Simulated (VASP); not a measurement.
Method: revTPSS meta-GGA, VASP's PBE PAW potentials (set 64) (plane waves; VASP).

Input for VASP

POSCAR:
```
Al
1
    0.0000000000     2.0011478890     2.0011478890
    2.0011478890     0.0000000000     2.0011478890
    2.0011478890     2.0011478890     0.0000000000
Al
1
Direct
  0.0000000000   0.0000000000   0.0000000000
```

**KPOINTS**
```
Automatic mesh
0
gamma
17 17 17
```

### KPOINTS_OPT
```
k-points along high-symmetry lines
10
Line-mode
Reciprocal
  0.000000   0.000000   0.000000 ! GAMMA
  0.500000   0.000000   0.500000 ! X

  0.500000   0.000000   0.500000 ! X
  0.625000   0.250000   0.625000 ! U

  0.375000   0.375000   0.750000 ! K
  0.000000   0.000000   0.000000 ! GAMMA

  0.000000   0.000000   0.000000 ! GAMMA
  0.500000   0.500000   0.500000 ! L

  0.500000   0.500000   0.500000 ! L
  0.500000   0.250000   0.750000 ! W

  0.500000   0.250000   0.750000 ! W
  0.500000   0.000000   0.500000 ! X
```

INCAR:
```
EDIFF  =  1E-7   # SCF stop (eV)
LCHARG  =  .False.
LASPH  =  .True.   # aspherical one-centre terms
NEDOS  =  601   # DOS grid
ALGO  =  Normal
LREAL  =  .False.
ENCUT  =  520
PREC  =  Accurate
LWAVE  =  .False.
LORBIT  =  11
METAGGA  =  RTPSS
ISIF  =  2   # forces and stress, cell fixed
LMIXTAU  =  .True.
NELM  =  100
SYSTEM  =  Al
ISMEAR  =  -5
```

POTCAR, in this order: Al (PBE.64 set). Program: vasp_std.

What VASP printed:

File OSZICAR:
```
       N       E                     dE             d eps       ncg     rms          rms(c)
DAV:   1     0.225376375975E+02    0.22538E+02   -0.15560E+03  2410   0.919E+02
DAV:   2     0.122233334794E+02   -0.10314E+02   -0.10043E+02  3275   0.178E+02
DAV:   3     0.117110944434E+02   -0.51224E+00   -0.49988E+00  3285   0.428E+01
DAV:   4     0.116800745436E+02   -0.31020E-01   -0.30763E-01  3300   0.111E+01
DAV:   5     0.116771734608E+02   -0.29011E-02   -0.29111E-02  3295   0.344E+00    0.235E+00
DAV:   6    -0.532570293709E+01   -0.17003E+02   -0.33857E+01  1650   0.598E+01    0.220E+00
DAV:   7    -0.533308081925E+01   -0.73779E-02   -0.65876E-02  2560   0.260E+00    0.320E+00
DAV:   8    -0.533727128760E+01   -0.41905E-02   -0.63320E-04  1855   0.321E-01    0.430E+00
DAV:   9    -0.530577531064E+01    0.31496E-01   -0.34748E-02  2025   0.146E+00    0.702E+00
DAV:  10    -0.530596298889E+01   -0.18768E-03   -0.27928E-03  2070   0.616E-01    0.517E+00
DAV:  11    -0.530255609627E+01    0.34069E-02   -0.16994E-03  1780   0.535E-01    0.264E+00
DAV:  12    -0.530439435739E+01   -0.18383E-02   -0.17959E-03  1760   0.547E-01    0.195E+00
DAV:  13    -0.530484780961E+01   -0.45345E-03   -0.40866E-04  1750   0.279E-01    0.142E+00
DAV:  14    -0.530497528809E+01   -0.12748E-03   -0.10122E-04  2095   0.122E-01    0.543E-01
DAV:  15    -0.530495777582E+01    0.17512E-04   -0.14065E-05  2055   0.399E-02    0.148E-01
DAV:  16    -0.530496111045E+01   -0.33346E-05   -0.29282E-06  1905   0.243E-02    0.303E-02
DAV:  17    -0.530496166977E+01   -0.55932E-06   -0.51432E-07  1800   0.113E-02    0.367E-03
DAV:  18    -0.530496225255E+01   -0.58278E-06   -0.13892E-07  1820   0.631E-03    0.114E-03
DAV:  19    -0.530496244998E+01   -0.19743E-06   -0.14418E-08   975   0.192E-03    0.258E-04
DAV:  20    -0.530496253252E+01   -0.82538E-07   -0.19457E-09   895   0.736E-04
   1 F= -.53049625E+01 E0= -.53049625E+01  d E =0.000000E+00
       N       E                     dE             ncg
```

File OUTCAR:
```
------------------------ aborting loop because EDIFF is reached ----------------------------------------
  FORCE on cell =-STRESS in cart. coord.  units (eV):
  Direction    XX          YY          ZZ          XY          YZ          ZX
  --------------------------------------------------------------------------------------
  Total       -0.0021871     -0.0021871     -0.0021871      0.0000000     -0.0000000      0.0000000
  in kB       -0.2186323     -0.2186323     -0.2186323      0.0000000     -0.0000000      0.0000000
  external PRESSURE =      -0.2186323 kB  Pullay stress =       0.0000000 kB
  volume of cell :       16.03
      direct lattice vectors                 reciprocal lattice vectors
     0.000000000  2.001147889  2.001147889    -0.249856596  0.249856596  0.249856596
     2.001147889  0.000000000  2.001147889     0.249856596 -0.249856596  0.249856596
     2.001147889  2.001147889  0.000000000     0.249856596  0.249856596 -0.249856596
 POSITION                                       TOTAL-FORCE (eV/Angst)
 -----------------------------------------------------------------------------------
      0.00000      0.00000      0.00000         0.000000     -0.000000      0.000000
 -----------------------------------------------------------------------------------
    total drift:                               -0.000000      0.000000      0.000000
  FREE ENERGIE OF THE ION-ELECTRON SYSTEM (eV)
  ---------------------------------------------------
  free  energy   TOTEN  =        -5.3049625325 eV

  energy  without entropy=       -5.3049625325  energy(sigma->0) =       -5.30496253

 total charge

# of ion       s       p       d       tot
------------------------------------------
    1        0.443   0.356   0.000   0.800
```
(Selected blocks of OUTCAR.)

For a metal the tetrahedron method with Blöchl corrections gives inexact stress and forces.

The compound is Al in the fcc structure. It was relaxed first.
